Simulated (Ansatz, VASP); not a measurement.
ZnGaP: changing the dispersion correction

The cell as given:

The structure is hexagonal, space group P-6m2 (No. 187). The conventional cell has a = 4.016 Å, b = 4.016 Å, c = 4.404 Å, α = 90.00°, β = 90.00°, γ = 120.00°. Zn (site symmetry -6m2) has 3 P at 2.32 Å as nearest neighbours. Around Ga (site symmetry -6m2) lie 6 Zn at 3.20 Å and 6 P at 3.20 Å. P (site symmetry -6m2) has 3 Zn at 2.32 Å as nearest neighbours.

The cell comes from a database or a generator and needn't be the stable form of this composition.

Kept alike: task relaxation of cell and atoms; functional PBEsol; k mesh 8 × 8 × 6; occupations fermi-dirac, width 0.05 eV; no spin polarisation. Program: Ansatz, Ansatz PAW, cutoff 420 eV. The mesh is that of the run's cell of 3 atoms. No spin-orbit coupling.

```csv
dispersion correction,volume (Å³/atom),first edge of the run's cell (Å),third edge of the run's cell (Å)
D3(BJ),17.992,3.928,4.041
D4,18.365,3.935,4.108
none,19.014,3.956,4.208
```

The relaxations keep at least the cell's symmetry (P-6m2). For a metal such a mesh leaves the last digits unconverged. Relaxations stop with a little pressure left, so the last digits of a volume or edge aren't settled. All rows use potentials made for PBE.

The volume runs from 17.992 (D3(BJ)) to 19.014 Å³/atom (none). Against no correction: D3(BJ) -5.4 %; D4 -3.4 %. Dispersion terms mostly attract and so lower the volume; the schemes' coefficients and damping set how far. A twin series (VASP, PBE PAW files Ga_d, P, Zn, 600 eV) moves it by +0.9938 between D3(BJ) and none, against +1.0215 Å³/atom here. The first edge of the run's cell runs from 3.928 (D3(BJ)) to 3.956 Å (none). A twin series (VASP, PBE PAW files Ga_d, P, Zn, 600 eV) moves it by +0.0290 between D3(BJ) and none, against +0.0289 Å here. The third edge of the run's cell runs from 4.041 (D3(BJ)) to 4.208 Å (none). A twin series (VASP, PBE PAW files Ga_d, P, Zn, 600 eV) moves it by +0.1605 between D3(BJ) and none, against +0.1672 Å here.
